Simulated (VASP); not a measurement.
Input for VASP

File POSCAR:
```
Al3Sc
1
    4.1000000000     0.0000000000     0.0000000000
    0.0000000000     4.1000000000     0.0000000000
    0.0000000000     0.0000000000     4.1000000000
Sc Al
1 3
Direct
  0.0000000000   0.0000000000   0.0000000000
  0.0000000000   0.5000000000   0.5000000000
  0.5000000000   0.0000000000   0.5000000000
  0.5000000000   0.5000000000   0.0000000000
```

**INCAR**
```
SYSTEM = Al3Sc
PREC = Accurate
ENCUT = 400
EDIFF = 1E-6
NELM = 60
ALGO = Normal
LREAL = .FALSE.
LASPH = .TRUE.
ISMEAR = 1
SIGMA = 0.1
GGA = PE
LMAXMIX = 4
LWAVE = .FALSE.
LCHARG = .FALSE.
ISIF = 2
IMIX = 1
AMIX = 1.5
BMIX = 0.0001
```

File KPOINTS:
```
Automatic mesh
0
Gamma
6 6 6
0 0 0
```

POTCAR, in this order: Sc_sv Al (PBE.64 set). Program: vasp_std.

Output of the run:

File standard output:
```
...
DAV:  21    -0.128471090317E+05   -0.62624E+03   -0.10838E+05   938   0.157E+03    0.437E+03
DAV:  22    -0.121583444544E+05    0.68876E+03   -0.96173E+04  1114   0.634E+02    0.443E+03
DAV:  23    -0.128091918744E+05   -0.65085E+03   -0.10813E+05   934   0.160E+03    0.446E+03
DAV:  24    -0.121430910164E+05    0.66610E+03   -0.95820E+04  1090   0.646E+02    0.445E+03
DAV:  25    -0.128610719129E+05   -0.71798E+03   -0.10887E+05   954   0.158E+03    0.444E+03
DAV:  26    -0.122068874938E+05    0.65418E+03   -0.96616E+04  1108   0.625E+02    0.442E+03
DAV:  27    -0.128582362158E+05   -0.65135E+03   -0.10862E+05   946   0.158E+03    0.440E+03
DAV:  28    -0.122017085749E+05    0.65653E+03   -0.96523E+04  1108   0.623E+02    0.441E+03
DAV:  29    -0.128419042770E+05   -0.64020E+03   -0.10843E+05   946   0.159E+03    0.441E+03
DAV:  30    -0.121827343786E+05    0.65917E+03   -0.96377E+04  1114   0.628E+02    0.444E+03
DAV:  31    -0.128470567478E+05   -0.66432E+03   -0.10857E+05   954   0.161E+03    0.446E+03
DAV:  32    -0.122068959335E+05    0.64016E+03   -0.96788E+04  1108   0.629E+02    0.448E+03
DAV:  33    -0.128660411446E+05   -0.65915E+03   -0.10874E+05   948   0.161E+03    0.449E+03
DAV:  34    -0.122070608836E+05    0.65898E+03   -0.96646E+04  1120   0.628E+02    0.451E+03
DAV:  35    -0.128724784076E+05   -0.66542E+03   -0.10872E+05   952   0.160E+03    0.451E+03
DAV:  36    -0.122197045750E+05    0.65277E+03   -0.96803E+04  1120   0.626E+02    0.451E+03
DAV:  37    -0.128485156144E+05   -0.62881E+03   -0.10850E+05   960   0.162E+03    0.451E+03
DAV:  38    -0.122101707619E+05    0.63834E+03   -0.96843E+04  1120   0.628E+02    0.442E+03
DAV:  39    -0.128574959760E+05   -0.64733E+03   -0.10862E+05   954   0.158E+03    0.437E+03
DAV:  40    -0.121908549663E+05    0.66664E+03   -0.96552E+04  1108   0.623E+02    0.438E+03
DAV:  41    -0.128325525746E+05   -0.64170E+03   -0.10827E+05   960   0.158E+03    0.438E+03
DAV:  42    -0.122079258463E+05    0.62463E+03   -0.96729E+04  1120   0.626E+02    0.438E+03
DAV:  43    -0.128334423278E+05   -0.62552E+03   -0.10833E+05   954   0.158E+03    0.438E+03
DAV:  44    -0.121685530720E+05    0.66489E+03   -0.96348E+04  1108   0.618E+02    0.439E+03
DAV:  45    -0.128377646815E+05   -0.66921E+03   -0.10852E+05   942   0.158E+03    0.439E+03
DAV:  46    -0.121741685731E+05    0.66360E+03   -0.96311E+04  1120   0.613E+02    0.448E+03
DAV:  47    -0.128621886445E+05   -0.68802E+03   -0.10877E+05   960   0.161E+03    0.452E+03
DAV:  48    -0.122013642226E+05    0.66082E+03   -0.96654E+04  1108   0.622E+02    0.450E+03
DAV:  49    -0.128473689341E+05   -0.64600E+03   -0.10844E+05   948   0.160E+03    0.449E+03
DAV:  50    -0.121970762704E+05    0.65029E+03   -0.96457E+04  1114   0.616E+02    0.446E+03
DAV:  51    -0.128662160297E+05   -0.66914E+03   -0.10870E+05   946   0.159E+03    0.444E+03
DAV:  52    -0.122093999380E+05    0.65682E+03   -0.96490E+04  1120   0.627E+02    0.445E+03
DAV:  53    -0.128590947017E+05   -0.64969E+03   -0.10863E+05   954   0.159E+03    0.445E+03
DAV:  54    -0.122034761373E+05    0.65562E+03   -0.96646E+04  1120   0.621E+02    0.447E+03
DAV:  55    -0.128367393352E+05   -0.63326E+03   -0.10836E+05   946   0.160E+03    0.448E+03
DAV:  56    -0.121585085096E+05    0.67823E+03   -0.96037E+04  1108   0.624E+02    0.441E+03
DAV:  57    -0.128199543912E+05   -0.66145E+03   -0.10827E+05   946   0.157E+03    0.438E+03
DAV:  58    -0.121815566990E+05    0.63840E+03   -0.96565E+04  1120   0.621E+02    0.449E+03
DAV:  59    -0.128507030589E+05   -0.66915E+03   -0.10863E+05   946   0.162E+03    0.454E+03
DAV:  60    -0.122004336239E+05    0.65027E+03   -0.96538E+04  1108   0.625E+02

 -----------------------------------------------------------------------------
|                                                                             |
|           W    W    AA    RRRRR   N    N  II  N    N   GGGG   !!!           |
|           W    W   A  A   R    R  NN   N  II  NN   N  G    G  !!!           |
|           W    W  A    A  R    R  N N  N  II  N N  N  G       !!!           |
|           W WW W  AAAAAA  RRRRR   N  N N  II  N  N N  G  GGG   !            |
|           WW  WW  A    A  R   R   N   NN  II  N   NN  G    G                |
|           W    W  A    A  R    R  N    N  II  N    N   GGGG   !!!           |
|                                                                             |
|     The electronic self-consistency was not achieved in the given           |
|     number of steps (NELM). The forces and other quantities evaluated       |
|     might not be reliable so examine the results carefully. If you find     |
|     spurious results, we suggest increasing NELM, if you were close to      |
|     convergence or switching to a different ALGO or adjusting the           |
|     density mixing parameters otherwise.                                    |
|                                                                             |
 -----------------------------------------------------------------------------

   1 F= -.12200434E+05 E0= -.12200433E+05  d E =-.138281E-02
```

OUTCAR:
```
------------------------ aborting loop EDIFF was not reached (unconverged)  ----------------------------
  FORCE on cell =-STRESS in cart. coord.  units (eV):
  Direction    XX          YY          ZZ          XY          YZ          ZX
  --------------------------------------------------------------------------------------
  Total     3167.9137817   3167.9137817   3167.9137817      0.0000000      0.0000000     -0.0000000
  in kB    73643.1514991  73643.1514991  73643.1514991      0.0000000      0.0000000     -0.0000000
  external PRESSURE =   73643.1514991 kB  Pullay stress =       0.0000000 kB
  volume of cell :       68.92
      direct lattice vectors                 reciprocal lattice vectors
     4.100000000  0.000000000  0.000000000     0.243902439  0.000000000  0.000000000
     0.000000000  4.100000000  0.000000000     0.000000000  0.243902439  0.000000000
     0.000000000  0.000000000  4.100000000     0.000000000  0.000000000  0.243902439
 POSITION                                       TOTAL-FORCE (eV/Angst)
 -----------------------------------------------------------------------------------
      0.00000      0.00000      0.00000         0.000000      0.000000      0.000000
      0.00000      2.05000      2.05000         0.000000      0.000000      0.000000
      2.05000      0.00000      2.05000         0.000000      0.000000      0.000000
      2.05000      2.05000      0.00000         0.000000      0.000000      0.000000
 -----------------------------------------------------------------------------------
    total drift:                                0.000000      0.000000      0.000000
  FREE ENERGIE OF THE ION-ELECTRON SYSTEM (eV)
  ---------------------------------------------------
  free  energy   TOTEN  =    -12200.4336239211 eV

  energy  without entropy=   -12200.4322411100  energy(sigma->0) =   -12200.43316298
```
(Selected blocks of OUTCAR.)

Problem. From input and log, find the fault in this run and mend it.

Solution. The cause: simple mixing (IMIX = 1) with AMIX above 1 overshoots. Convergence was not reached. Against the sound run, the energy per atom (σ→0) falls by 3045.288 eV/atom; the pressure increases by 7364.11 GPa. To mend it, remove IMIX, remove AMIX, remove BMIX.

The mended run (PBE GGA, plane waves, VASP's PBE PAW potentials (set 64)) converges, and its OSZICAR ends with
```
   1 F= -.19281775E+02 E0= -.19281325E+02  d E =-.135036E-02
```

The compound is Al3Sc in the L1_2 structure. The cell was not relaxed at this level.
